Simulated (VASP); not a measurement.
OSZICAR of a VASP run on V (bcc):

OSZICAR:
```
       N       E                     dE             d eps       ncg     rms          rms(c)
DAV:   1     0.834424368929E+02    0.83442E+02   -0.71888E+03  3302   0.140E+03
DAV:   2    -0.984377173349E+01   -0.93286E+02   -0.91252E+02  3388   0.364E+02
DAV:   3    -0.112561548452E+02   -0.14124E+01   -0.13899E+01  3442   0.525E+01
DAV:   4    -0.112650527805E+02   -0.88979E-02   -0.88936E-02  3370   0.435E+00
DAV:   5    -0.112651494660E+02   -0.96685E-04   -0.96686E-04  3416   0.455E-01    0.205E+01
DAV:   6    -0.998354087931E+01    0.12816E+01   -0.49196E+00  3316   0.338E+01    0.259E+00
DAV:   7    -0.995680708692E+01    0.26734E-01   -0.26070E-02  3316   0.228E+00    0.126E+00
DAV:   8    -0.994629750613E+01    0.10510E-01   -0.82138E-03  3318   0.162E+00    0.814E-02
DAV:   9    -0.994631330839E+01   -0.15802E-04   -0.98361E-05  3338   0.172E-01    0.346E-02
DAV:  10    -0.994632560122E+01   -0.12293E-04   -0.50904E-06  3284   0.283E-02    0.196E-03
DAV:  11    -0.994632553624E+01    0.64985E-07   -0.38490E-07  1658   0.922E-03
   1 F= -.95546819E+01 E0= -.95545445E+01  d E =-.955468E+01
       N       E                     dE             d eps       ncg     rms          rms(c)
DAV:   1    -0.106250240319E+02   -0.67870E+00   -0.15255E+01  3300   0.695E+01    0.107E+01
DAV:   2    -0.993393061924E+01    0.69109E+00   -0.26687E+00  3310   0.261E+01    0.197E+00
DAV:   3    -0.992244059363E+01    0.11490E-01   -0.15608E-02  3304   0.177E+00    0.136E+00
DAV:   4    -0.991792078382E+01    0.45198E-02   -0.65820E-03  3304   0.108E+00    0.656E-02
DAV:   5    -0.991795755783E+01   -0.36774E-04   -0.17807E-04  3358   0.201E-01    0.338E-02
DAV:   6    -0.991794664637E+01    0.10911E-04   -0.11819E-05  3310   0.485E-02    0.161E-03
DAV:   7    -0.991794662463E+01    0.21743E-07   -0.20028E-07  1650   0.680E-03
   2 F= -.95481946E+01 E0= -.95479453E+01  d E =0.648729E-02
       N       E                     dE             d eps       ncg     rms          rms(c)
DAV:   1    -0.102129352364E+02   -0.29499E+00   -0.59444E+00  3300   0.449E+01    0.598E+00
DAV:   2    -0.994719577180E+01    0.26574E+00   -0.11720E+00  3310   0.162E+01    0.103E+00
DAV:   3    -0.994375534169E+01    0.34404E-02   -0.33127E-03  3300   0.802E-01    0.607E-01
DAV:   4    -0.994210945483E+01    0.16459E-02   -0.25825E-03  3304   0.658E-01    0.549E-02
DAV:   5    -0.994211652298E+01   -0.70682E-05   -0.55107E-05  3346   0.114E-01    0.121E-02
DAV:   6    -0.994211358997E+01    0.29330E-05   -0.85700E-06  3312   0.425E-02    0.928E-04
DAV:   7    -0.994211360366E+01   -0.13694E-07   -0.58920E-08  1650   0.359E-03
   3 F= -.95591170E+01 E0= -.95589677E+01  d E =-.443512E-02
```

Problem. Which electronic solver shows in the log?

Solution. It is blocked Davidson (ALGO = Normal, or the opening steps of other solvers). The INCAR had ALGO = Normal.

Problem. How was spin treated?

Solution. Without spin polarisation: there is no mag entry.

Problem. Can the final energy be trusted as converged?

Solution. Self-consistency was reached. It stopped with EDIFF = 1E-6, NELM = 100, NSW = 40 and EDIFFG = -0.02 after 3 ionic steps (LDA (Ceperley-Alder, Perdew-Zunger), plane waves, VASP's LDA PAW potentials (set 64)). Energy and stress use the plane-wave basis of the starting cell.

The compound is V in the bcc structure. This run relaxes it under an external pressure of 5 GPa. Symmetry was kept, so distortions that lower it aren't found. The run is not spin-polarised, so no magnetic state was tried.
